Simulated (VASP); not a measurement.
# TeRu (P-6m2) in VASP: notebook

One crystal, TeRu, is run at these levels: PBEsol+U; tasks: single point.

Everything below comes from runs of VASP 6.6.1. Logs are shortened: lines on timing, memory, paths and dates and some standing lists are left out, and cuts for length are marked.

### Step 1. The crystal as given

It takes space group P-6m2 (No. 187, hexagonal). Conventional cell: a = 3.795 Å, b = 3.795 Å, c = 3.704 Å, α = 90.00°, β = 90.00°, γ = 120.00°. Ru (site symmetry -6m2) has 6 Te at 2.87 Å as nearest neighbours. Around Te (site symmetry -6m2) lie 6 Ru at 2.87 Å.

The cell comes from a database or a generator and needn't be the stable form of this composition.

### Step 2. Single point, PBEsol+U, collinear spin, zero start

File INCAR:

```
ALGO = Fast
EDIFF = 1E-7
ENCUT = 520
GGA = PS
ISIF = 2
ISMEAR = 0
ISPIN = 2
LASPH = T
LCHARG = F
LDAU = T
LDAUJ = 0 0
LDAUL = 2 -1
LDAUPRINT = 1
LDAUTYPE = 2
LDAUU = 4 0
LMAXMIX = 4
LORBIT = 11
LREAL = F
LWAVE = F
MAGMOM = 0 0
NELM = 60
PREC = Accurate
SIGMA = 0.05
```

File KPOINTS:

```
k-points
0
Gamma
  6 6 5
```

File POSCAR:

```
TeRu
1.0
    3.7950828900      0.0000000000      0.0000000000
   -1.8975414500      3.2866381900      0.0000000000
    0.0000000000      0.0000000000      3.7038128800
Ru Te
1 1
Direct
    0.0000000000      0.0000000000      0.0000000000
    0.6666666667      0.3333333333      0.5000000000
```

Potentials or basis: VASP PAW PBE potentials, release 64 (Ru_pv, Te).

Launch:

```console
$ cat potpaw_PBE.64/Ru_pv/POTCAR potpaw_PBE.64/Te/POTCAR > POTCAR
$ mpirun -np 1 vasp_std > vasp.out
```

OUTCAR:

```text
EDIFF = 1E-7
   ENCUT = 520
   GGA = PS
   ISIF = 2
   ISMEAR = 0
   ISPIN = 2
   LASPH = T
   LORBIT = 11
   LREAL = F
   NELM = 60
   PREC = Accurate

 ion  position               nearest neighbor table
   1  0.000  0.000  0.000-   2 2.87   2 2.87   2 2.87   2 2.87   2 2.87   2 2.87
   2  0.667  0.333  0.500-   1 2.87   1 2.87   1 2.87   1 2.87   1 2.87   1 2.87

  LATTYP: Found a hexagonal cell.
 ALAT       =     3.7950828900
 C/A-ratio  =     0.9759504568

  Lattice vectors:

 A1 = (   3.7950828900,   0.0000000000,   0.0000000000)
 A2 = (  -1.8975414500,   3.2866381900,   0.0000000000)
 A3 = (   0.0000000000,   0.0000000000,   3.7038128800)

Analysis of symmetry for initial positions (statically):
=====================================================================
 Subroutine PRICEL returns:
 Original cell was already a primitive cell.

 Routine SETGRP: Setting up the symmetry group for a
 hexagonal supercell.

 Subroutine GETGRP returns: Found 12 space group operations
 (whereof 12 operations were pure point group operations)
 out of a pool of 24 trial point group operations.

The static configuration has the point symmetry D_3h.

Analysis of symmetry for dynamics (positions and initial velocities):
=====================================================================
 Subroutine PRICEL returns:
 Original cell was already a primitive cell.

 Routine SETGRP: Setting up the symmetry group for a
 hexagonal supercell.

 Subroutine GETGRP returns: Found 12 space group operations
 (whereof 12 operations were pure point group operations)
 out of a pool of 24 trial point group operations.

The dynamic configuration has the point symmetry D_3h.

Analysis of structural, dynamic, and magnetic symmetry:
=====================================================================
 Subroutine PRICEL returns:
 Original cell was already a primitive cell.

 Routine SETGRP: Setting up the symmetry group for a
 hexagonal supercell.

 Subroutine GETGRP returns: Found 12 space group operations
 (whereof 12 operations were pure point group operations)
 out of a pool of 24 trial point group operations.

The overall configuration has the point symmetry D_3h.

 Subroutine INISYM returns: Found 12 space group operations
 (whereof 12 operations are pure point group operations),
 and found     1 'primitive' translations

[... 173 lines left out ...]
  ext. energy  EPLUGINS =         0.00000000
  ---------------------------------------------------
  free energy    TOTEN  =        -7.98114426 eV

  energy without entropy =       -7.97918147  energy(sigma->0) =       -7.98016286

 E-fermi :   7.9143     XC(G=0): -11.0200

 val. band max:        7.6926853328   @ k =   0.3333   0.3333   0.2000
 cond. band min:       7.9230158152   @ k =   0.1667   0.1667   0.2000
 fundamental gap:      0.2303304823
 Fermi energy:         7.9143356450

 spin component 1

 k-point     1 :       0.0000    0.0000    0.0000
  band No.  band energies     occupation
      1     -33.8334      1.00000
      2     -33.4191      1.00000
      3     -33.4191      1.00000
      4      -5.0262      1.00000
      5       4.8233      1.00000
      6       5.1292      1.00000
      7       5.1292      1.00000
      8       6.7228      1.00000
      9       7.5493      1.00000
     10       7.5493      1.00000
     11       9.7357      0.00000
     12       9.7357      0.00000
[... 327 lines left out ...]
  band No.  band energies     occupation
      1     -33.8469      1.00000
      2     -33.4318      1.00000
      3     -33.4296      1.00000
      4      -2.9966      1.00000
      5       3.1773      1.00000
      6       3.3692      1.00000
      7       4.0939      1.00000
      8       6.5260      1.00000
      9       6.8157      1.00000
     10       8.2863      0.00000
     11       8.9556      0.00000
     12       9.5793      0.00000
     13      10.3300      0.00000
     14      11.7206      0.00000
 Fermi energy:         7.9143356450

 spin component 2

 k-point     1 :       0.0000    0.0000    0.0000
  band No.  band energies     occupation
      1     -33.8334      1.00000
      2     -33.4191      1.00000
      3     -33.4191      1.00000
      4      -5.0262      1.00000
      5       4.8233      1.00000
      6       5.1292      1.00000
      7       5.1292      1.00000
      8       6.7228      1.00000
      9       7.5493      1.00000
     10       7.5493      1.00000
     11       9.7357      0.00000
     12       9.7357      0.00000
[... 328 lines left out ...]
      1     -33.8469      1.00000
      2     -33.4318      1.00000
      3     -33.4296      1.00000
      4      -2.9966      1.00000
      5       3.1773      1.00000
      6       3.3692      1.00000
      7       4.0939      1.00000
      8       6.5259      1.00000
      9       6.8157      1.00000
     10       8.2863      0.00000
     11       8.9556      0.00000
     12       9.5793      0.00000
     13      10.3300      0.00000
     14      11.7206      0.00000

------------------------ aborting loop because EDIFF is reached ----------------------------------------

  FORCE on cell =-STRESS in cart. coord.  units (eV):
  Direction    XX          YY          ZZ          XY          YZ          ZX
  --------------------------------------------------------------------------------------
  -------------------------------------------------------------------------------------
  Total       -4.4390121     -4.4390121     -6.1132894      0.0000000     -0.0000000      0.0000000
  in kB     -153.9482327   -153.9482325   -212.0134134      0.0000002     -0.0000000      0.0000000
  external PRESSURE =    -173.3032929 kB  Pullay stress =       0.0000000 kB

 VOLUME and BASIS-vectors are now :
 -----------------------------------------------------------------------------
  energy-cutoff  :      520.00
  volume of cell :       46.20
      direct lattice vectors                 reciprocal lattice vectors
     3.795082890  0.000000000  0.000000000     0.263498856  0.152131136  0.000000000
    -1.897541450  3.286638190  0.000000000     0.000000000  0.304262271  0.000000000
     0.000000000  0.000000000  3.703812880     0.000000000  0.000000000  0.269992041

 POSITION                                       TOTAL-FORCE (eV/Angst)
 -----------------------------------------------------------------------------------
      0.00000      0.00000      0.00000        -0.000000      0.000000      0.000000
      1.89754      1.09555      1.85191         0.000000     -0.000000      0.000000
 -----------------------------------------------------------------------------------
    total drift:                               -0.000000      0.000000      0.000000

  FREE ENERGIE OF THE ION-ELECTRON SYSTEM (eV)
  ---------------------------------------------------
  free  energy   TOTEN  =        -7.9811442581 eV

  energy  without entropy=       -7.9791814692  energy(sigma->0) =       -7.98016286

 total charge

# of ion       s       p       d       tot
------------------------------------------
    1        0.208   6.099   6.177  12.484
    2        1.351   1.854   0.075   3.280
--------------------------------------------------
tot          1.559   7.952   6.253  15.764

 magnetization (x)

# of ion       s       p       d       tot
------------------------------------------
    1        0.000  -0.000  -0.000   0.000
    2        0.000  -0.000   0.000  -0.000
--------------------------------------------------
tot          0.000  -0.000  -0.000   0.000
```

Run time: 20 s. Hardware: 1 thread of Intel Xeon Platinum 8488C (Sapphire Rapids), shared host; peak memory 0.18 GiB.

Results:

```yaml
Free_energy: -7.9811 eV
Pressure: -17.3 GPa
Band_gap_on_the_k_mesh: none (metal or under the smearing width)
Net_moment: 0.00 μB per cell
Valence_electrons_inside_the_program's_atomic_spheres: Ru 12.48; Te 3.28
```

Eigenvalues of the final occupation matrices:
```
    site  spin  trace               eigenvalues
site 1 d     1   3.11  0.42 0.42 0.72 0.72 0.84
site 1 d     2   3.11  0.42 0.42 0.72 0.72 0.84
```

Caveat: the PAW data sets were made with another functional, which shifts forces and pressure a little; the U is typed as a test and isn't derived for this compound. Spin-orbit coupling is left out, which matters for the levels of Te.

### Step 3. Single point, PBEsol+U, collinear spin, random start

File INCAR:

```
ALGO = Normal ; EDIFF = 1E-6
ENCUT = 520 ; GGA = PS
ISIF = 2 ; ISMEAR = 0
ISPIN = 2 ; LASPH = True
LCHARG = False ; LDAU = True
LDAUJ = 0 0 ; LDAUL = 2 -1
LDAUPRINT = 1 ; LDAUTYPE = 2
LDAUU = 4 0 ; LMAXMIX = 4
LORBIT = 11 ; LREAL = False
LWAVE = False ; MAGMOM = 0.22 0
NELM = 100 ; PREC = Accurate
SIGMA = 0.05
```

KPOINTS is that of step 2.

POSCAR is that of step 2.

Potentials or basis: VASP PAW PBE potentials, release 64 (Ru_pv, Te).

Launch:

```console
$ cat potpaw_PBE.64/Ru_pv/POTCAR potpaw_PBE.64/Te/POTCAR > POTCAR
$ mpirun -np 1 vasp_std > vasp.out
```

Wall time 20 s (1 thread of Intel Xeon Platinum 8488C (Sapphire Rapids), shared host); peak memory 0.18 GiB.

The run converged. Its results:

* Free energy: -7.9811 eV
* Pressure: -17.3 GPa
* Band gap on the k mesh: none (metal or under the smearing width)
* Net moment: 0.00 μB per cell
* Valence electrons inside the program's atomic spheres: Ru 12.48; Te 3.28

Stress tensor (GPa, compression positive):
```
-15.41   0.00   0.00
  0.00 -15.41   0.00
  0.00   0.00 -21.20
```

Levels at points of the mesh, in eV from the Fermi level:
Spin up:
```
           k point  band 6  band 7  band 8  band 9  band 10  band 11  band 12  band 13  band 14
(0.00, 0.00, 0.00)   -2.79   -2.79   -1.19   -0.36    -0.36     1.82     1.82     2.98     6.35
(0.50, 0.00, 0.00)   -2.66   -2.65   -1.89   -0.52    -0.50    -0.34     2.79     4.12     6.32
```
Spin down:
```tsv
k point	band 6	band 7	band 8	band 9	band 10	band 11	band 12	band 13	band 14
(0.00, 0.00, 0.00)	-2.78	-2.78	-1.19	-0.36	-0.36	1.82	1.82	2.98	6.35
(0.50, 0.00, 0.00)	-2.66	-2.65	-1.89	-0.52	-0.50	-0.33	2.79	4.12	6.32
```

Eigenvalues of the final occupation matrices:
| site | spin | trace | eigenvalues |
| --- | --- | --- | --- |
| site 1 d | 1 | 3.11 | 0.42 0.42 0.72 0.72 0.84 |
| site 1 d | 2 | 3.11 | 0.42 0.42 0.72 0.72 0.84 |

Caveat: the PAW data sets were made with another functional, which shifts forces and pressure a little; the U is typed as a test and isn't derived for this compound. The state reached can hang on the start; a lower one may exist.

(Part 1 of 2 ends here.)
